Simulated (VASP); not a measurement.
# GW on GaN, part 3 of 4

Wanted: how far GW moves the Kohn-Sham levels of GaN. The cell is of the wurtzite type, one of the forms listed for this formula. The start is a cell from a database of measured crystal structures.

VASP 6.6.1, plane waves and PAW; the level of theory is named at each step.

So far, quasiparticle gap on the mesh (eV): step 4 (G0W0, ENCUTGW 100, bands in the sums 104) 3.03.

The database entry behind the starting cell has ideal inner coordinates that were not refined, so it need not match the best structure at ambient conditions.

### 6. G0W0, ENCUTGW 140, bands in the sums 176

This step: G0W0 on PBE; plane waves and PAW (Ga_d_GW, N_GW) (VASP 6.6.1).

ENCUTGW rises to 140 eV and the bands with it, to about the number of plane waves under that cutoff.

Input file INCAR:

```
SYSTEM = GaN
PREC = Accurate
ENCUT = 450
ISMEAR = 0
SIGMA = 0.01
LREAL = .FALSE.
GGA = PE
NBANDS = 176
ALGO = EVGW0
NELMGW = 1
ENCUTGW = 140
NOMEGA = 48
PRECFOCK = Fast
NBANDSGW = 32
LWAVE = .FALSE.
LCHARG = .FALSE.
```

Input file POSCAR:

```
GaN
1.0
    3.1900000000      0.0000000000      0.0000000000
   -1.5950000000      2.7626210381      0.0000000000
    0.0000000000      0.0000000000      5.1890000000
Ga N
2 2
Direct
    0.6666666667      0.3333333333      0.0000000000
    0.3333333333      0.6666666667      0.5000000000
    0.6666666667      0.3333333333      0.3750000000
    0.3333333333      0.6666666667      0.8750000000
```

Input file KPOINTS:

```
Automatic mesh
0
Gamma
6 6 4
0 0 0
```

Potentials, in the order of the species: Ga_d_GW and N_GW (PBE family, release 64).

Run with:

```bash
> mpirun -np 8 vasp_std
```

The log of the run:

```text
[banner, memory and clock lines left out]
running    8 mpi-ranks, on    1 nodes
[...]
[... a notice as in an earlier step ...]

|                                                                             |
|           W    W    AA    RRRRR   N    N  II  N    N   GGGG   !!!           |
|           W    W   A  A   R    R  NN   N  II  NN   N  G    G  !!!           |
|           W    W  A    A  R    R  N N  N  II  N N  N  G       !!!           |
|           W WW W  AAAAAA  RRRRR   N  N N  II  N  N N  G  GGG   !            |
|           WW  WW  A    A  R   R   N   NN  II  N   NN  G    G                |
|           W    W  A    A  R    R  N    N  II  N    N   GGGG   !!!           |
|                                                                             |
|     The default for ENCUTGWSOFT is different in this version of VASP.       |
|     please manually set ENCUTGWSOFT =140 in the INCAR file.                 |
|                                                                             |

[...]
total number of BLAS operations       6386.23 Gflops
NQ=  17    0.3333   -0.0000    0.5000,
|.........|.........|.........|.........|.........|.........|.........|.........
 performed      28986000 updates of chi_q(r,r)
 total number of BLAS operations       6800.07 Gflops
NQ=  18    0.5000   -0.0000    0.5000,
|.........|.........|.........|.........|.........|.........|.........|.........
 performed      30413000 updates of chi_q(r,r)
 total number of BLAS operations       7170.03 Gflops
NQ=  19    0.1667    0.1667    0.5000,
|.........|.........|.........|.........|.........|.........|.........|.........
 performed      32313000 updates of chi_q(r,r)
 total number of BLAS operations       7619.81 Gflops
NQ=  20    0.3333    0.1667    0.5000,
|.........|.........|.........|.........|.........|.........|.........|.........
 performed      34483000 updates of chi_q(r,r)
 total number of BLAS operations       8133.56 Gflops
NQ=  21    0.3333    0.3333    0.5000,
|.........|.........|.........|.........|.........|.........|.........|.........
 performed      35730000 updates of chi_q(r,r)
 total number of BLAS operations       8456.81 Gflops
 resolving degeneracies of screened two electron integrals

 calculate QP shifts <psi_nk| G(iteration)W_0 |psi_nk>: iteration 1
 entering main loop
[key lines of the parts left out:]
E-fermi :   6.0796
```

Elapsed: 4.2 min, on 8 MPI ranks of AMD EPYC 9R45, shared host; peak memory 2.1 GiB.

OUTCAR, selected parts (step 6):

```text
 QP shifts <psi_nk| G(iteration)W_0 |psi_nk>: iteration 1
 for sc-GW calculations column KS-energies equals QP-energies in previous step
 and V_xc(KS)=  KS-energies - (<T + V_ion + V_H > + <T+V_H+V_ion>^1  + <V_x>^1)
 k-point   1 :       0.0000    0.0000    0.0000
  band No.  KS-energies  QP-energies   sigma(KS)   V_xc(KS)     V^pw_x(r,r')   Z            occupation Imag(sigma)
    ...
     15       4.0908       3.4302     -17.6808     -16.8143     -20.7827       0.7624       2.0000       0.0947
     16       5.0693       4.5577     -18.3307     -17.6652     -21.1928       0.7687       2.0000       0.0868
     17       5.1324       4.5964     -18.4369     -17.7386     -21.3577       0.7678       2.0000       0.0872
     18       5.1324       4.5964     -18.4369     -17.7386     -21.3577       0.7678       2.0000       0.0872
     19       7.0268       7.6683     -12.5992     -13.3997      -9.1379       0.8013       0.0000      -0.0475
     20       9.3708      10.1358     -11.5947     -12.5450      -7.3952       0.8051       0.0000      -0.0684
     21      14.3178      15.2800     -13.2276     -14.5155      -7.7248       0.7471       0.0000      -0.1463
     22      14.9899      15.6642     -10.3758     -11.2226      -5.3070       0.7962       0.0000      -0.1188
    ...

[... 1 part as in an earlier step ...]

[... 2 further parts left out ...]
[key lines of the parts left out:]
E-fermi :   6.0796
```

The gap is now 3.072 eV, +38 meV against the GW run before. Spin-orbit coupling is left out.

### 7. Empty bands

This step: PBE; plane waves and PAW (Ga_d_GW, N_GW) (VASP 6.6.1).

The empty bands are made again, for the run that follows.

Input file INCAR:

```
SYSTEM = GaN
PREC = Accurate
ENCUT = 450
ISMEAR = 0
SIGMA = 0.01
LREAL = .FALSE.
GGA = PE
NBANDS = 256
ALGO = Exact
NELM = 1
LWAVE = .TRUE.
LCHARG = .FALSE.
LOPTICS = .TRUE.
NEDOS = 1000
CSHIFT = 0.1
```

POSCAR is that of step 6.

KPOINTS is that of step 6.

Run with:

```bash
> mpirun -np 8 vasp_std
```

The log of the run:

```text
[banner, memory and clock lines left out]
running    8 mpi-ranks, on    1 nodes
[...]
[... a notice as in an earlier step ...]

 LDA part: xc-table for (Slater+PW92), standard interpolation
 found WAVECAR, reading the header
  number of bands has changed, file:    24 present:   256
  trying to continue reading WAVECAR, but it might fail
 POSCAR, INCAR and KPOINTS ok, starting setup
[...]
reading WAVECAR
 random initialization beyond band           24
 the WAVECAR file was read successfully
 initial charge from wavefunction
 entering main loop
       N       E                     dE             d eps       ncg     rms          rms(c)
[... 1 cycle as in an earlier step ...]
   1 F= -.24273236E+02 E0= -.24273236E+02  d E =-.761410-158
 writing wavefunctions
 optical routines
 imaginary and real dielectric function
 recalculating local potential from charge density
 direction            1
 direction            2
 direction            3
```

It took 8.8 s on 8 MPI ranks; peak memory 1.4 GiB.

OUTCAR, selected parts (step 7):

```text
  Total        0.8879294      0.8879294      1.3242601      0.0000000      0.0000000      0.0000000
  in kB       31.1095232     31.1095232     46.3968204      0.0000000      0.0000000      0.0000000
  external PRESSURE =      36.2052889 kB  Pullay stress =       0.0000000 kB

 POSITION                                       TOTAL-FORCE (eV/Angst)
 -----------------------------------------------------------------------------------
      1.59500      0.92087      0.00000        -0.000000      0.000000     -0.117901
     -0.00000      1.84175      2.59450         0.000000     -0.000000     -0.117901
      1.59500      0.92087      1.94588         0.000000     -0.000000      0.117901
     -0.00000      1.84175      4.54038         0.000000      0.000000      0.117901
 -----------------------------------------------------------------------------------
    total drift:                                0.000000      0.000000      0.000286

[... 3 parts as in an earlier step ...]

[... 2 further parts left out ...]
[key lines of the parts left out:]
E-fermi :   5.3207
```

WAVECAR now holds 256 bands for 36 electrons.

### 8. G0W0, ENCUTGW 180, bands in the sums 256

This step: G0W0 on PBE; plane waves and PAW (Ga_d_GW, N_GW) (VASP 6.6.1).

ENCUTGW rises to 180 eV and the bands with it, to about the number of plane waves under that cutoff.

Input file INCAR:

```
SYSTEM = GaN
PREC = Accurate
ENCUT = 450
ISMEAR = 0
SIGMA = 0.01
LREAL = .FALSE.
GGA = PE
NBANDS = 256
ALGO = EVGW0
NELMGW = 1
ENCUTGW = 180
NOMEGA = 48
PRECFOCK = Fast
NBANDSGW = 32
LWAVE = .FALSE.
LCHARG = .FALSE.
```

POSCAR is that of step 7.

KPOINTS is that of step 7.

Run with:

```bash
> mpirun -np 8 vasp_std
```

The log of the run:

```text
[banner, memory and clock lines left out]
running    8 mpi-ranks, on    1 nodes
[...]
[... a notice as in an earlier step ...]

|                                                                             |
|           W    W    AA    RRRRR   N    N  II  N    N   GGGG   !!!           |
|           W    W   A  A   R    R  NN   N  II  NN   N  G    G  !!!           |
|           W    W  A    A  R    R  N N  N  II  N N  N  G       !!!           |
|           W WW W  AAAAAA  RRRRR   N  N N  II  N  N N  G  GGG   !            |
|           WW  WW  A    A  R   R   N   NN  II  N   NN  G    G                |
|           W    W  A    A  R    R  N    N  II  N    N   GGGG   !!!           |
|                                                                             |
|     The default for ENCUTGWSOFT is different in this version of VASP.       |
|     please manually set ENCUTGWSOFT =180 in the INCAR file.                 |
|                                                                             |

[...]
total number of BLAS operations      20143.69 Gflops
NQ=  17    0.3333   -0.0000    0.5000,
|.........|.........|.........|.........|.........|.........|.........|.........
 performed      42888000 updates of chi_q(r,r)
 total number of BLAS operations      21541.54 Gflops
NQ=  18    0.5000   -0.0000    0.5000,
|.........|.........|.........|.........|.........|.........|.........|.........
 performed      45006000 updates of chi_q(r,r)
 total number of BLAS operations      22583.93 Gflops
NQ=  19    0.1667    0.1667    0.5000,
|.........|.........|.........|.........|.........|.........|.........|.........
 performed      47812000 updates of chi_q(r,r)
 total number of BLAS operations      23942.71 Gflops
NQ=  20    0.3333    0.1667    0.5000,
|.........|.........|.........|.........|.........|.........|.........|.........
 performed      51011000 updates of chi_q(r,r)
 total number of BLAS operations      25542.64 Gflops
NQ=  21    0.3333    0.3333    0.5000,
|.........|.........|.........|.........|.........|.........|.........|.........
 performed      52867000 updates of chi_q(r,r)
 total number of BLAS operations      26441.37 Gflops
 resolving degeneracies of screened two electron integrals

 calculate QP shifts <psi_nk| G(iteration)W_0 |psi_nk>: iteration 1
 entering main loop
[key lines of the parts left out:]
E-fermi :   6.0796
```

Elapsed: 6.6 min, on 8 MPI ranks; peak memory 2.7 GiB; 42 min of CPU time.

OUTCAR, selected parts (step 8):

```text
 QP shifts <psi_nk| G(iteration)W_0 |psi_nk>: iteration 1
 for sc-GW calculations column KS-energies equals QP-energies in previous step
 and V_xc(KS)=  KS-energies - (<T + V_ion + V_H > + <T+V_H+V_ion>^1  + <V_x>^1)
 k-point   1 :       0.0000    0.0000    0.0000
  band No.  KS-energies  QP-energies   sigma(KS)   V_xc(KS)     V^pw_x(r,r')   Z            occupation Imag(sigma)
    ...
     15       4.0908       3.3148     -17.8338     -16.8143     -20.7827       0.7612       2.0000       0.0639
     16       5.0693       4.4358     -18.4909     -17.6652     -21.1928       0.7672       2.0000       0.0595
     17       5.1324       4.4756     -18.5958     -17.7386     -21.3577       0.7663       2.0000       0.0601
     18       5.1324       4.4756     -18.5958     -17.7386     -21.3577       0.7663       2.0000       0.0601
     19       7.0268       7.5692     -12.7220     -13.3997      -9.1379       0.8003       0.0000      -0.0774
     20       9.3708      10.0496     -11.7012     -12.5450      -7.3952       0.8045       0.0000      -0.0866
     21      14.3178      15.1737     -13.3683     -14.5155      -7.7248       0.7461       0.0000      -0.1368
     22      14.9899      15.5987     -10.4581     -11.2226      -5.3070       0.7963       0.0000      -0.1050
    ...

[... 1 part as in an earlier step ...]

[... 2 further parts left out ...]
[key lines of the parts left out:]
E-fermi :   6.0796
```

The gap is now 3.094 eV, +22 meV against the GW run before. Spin-orbit coupling is left out.

### 9. Empty bands

This step: PBE; plane waves and PAW (Ga_d_GW, N_GW) (VASP 6.6.1).

The empty bands are made again, for the run that follows.

Input file INCAR:

```
SYSTEM = GaN
PREC = Accurate
ENCUT = 450
ISMEAR = 0
SIGMA = 0.01
LREAL = .FALSE.
GGA = PE
NBANDS = 344
ALGO = Exact
NELM = 1
LWAVE = .TRUE.
LCHARG = .FALSE.
LOPTICS = .TRUE.
NEDOS = 1000
CSHIFT = 0.1
```

POSCAR is that of step 8.

KPOINTS is that of step 8.

Run with:

```bash
> mpirun -np 8 vasp_std
```

The log of the run:

```text
[banner, memory and clock lines left out]
running    8 mpi-ranks, on    1 nodes
[...]
[... a notice as in an earlier step ...]

 LDA part: xc-table for (Slater+PW92), standard interpolation
 found WAVECAR, reading the header
  number of bands has changed, file:    24 present:   344
  trying to continue reading WAVECAR, but it might fail
 POSCAR, INCAR and KPOINTS ok, starting setup
[...]
reading WAVECAR
 random initialization beyond band           24
 the WAVECAR file was read successfully
 initial charge from wavefunction
 entering main loop
       N       E                     dE             d eps       ncg     rms          rms(c)
[... 1 cycle as in an earlier step ...]
   1 F= -.24273236E+02 E0= -.24273236E+02  d E =-.218899-129
 writing wavefunctions
 optical routines
 imaginary and real dielectric function
 recalculating local potential from charge density
 direction            1
 direction            2
 direction            3
```

The job ended after 9.4 s (8 MPI ranks; peak memory 1.4 GiB; 57 s of CPU time).

Parts of OUTCAR (step 9):

```text
  Total        0.8879294      0.8879294      1.3242601      0.0000000     -0.0000000     -0.0000000
  in kB       31.1095236     31.1095236     46.3968203      0.0000000     -0.0000000     -0.0000000
  external PRESSURE =      36.2052892 kB  Pullay stress =       0.0000000 kB

 POSITION                                       TOTAL-FORCE (eV/Angst)
 -----------------------------------------------------------------------------------
      1.59500      0.92087      0.00000         0.000000     -0.000000     -0.117901
     -0.00000      1.84175      2.59450        -0.000000      0.000000     -0.117901
      1.59500      0.92087      1.94588         0.000000      0.000000      0.117901
     -0.00000      1.84175      4.54038         0.000000      0.000000      0.117901
 -----------------------------------------------------------------------------------
    total drift:                                0.000000      0.000000      0.000286

[... 3 parts as in an earlier step ...]

[... 2 further parts left out ...]
[key lines of the parts left out:]
E-fermi :   5.3025
```

WAVECAR now holds 344 bands for 36 electrons.

[end of part 3 of 4]

[Lines on the potential files, build, host, timing and source positions are cut from VASP's logs without a mark.]

[Logs are printed without paths, hosts, clocks, repeated set-up lines and the standing remarks that a program may print on its own settings, such as how far it seeks lower states.]

[Hosts, paths, dates, database ids (printed as entryN), source tags and the programs' standing remarks are cut or masked in the printed files.]

[Pressures printed for these runs are not shown converged in the cutoff: they can be off by several GPa and have the wrong sign.]
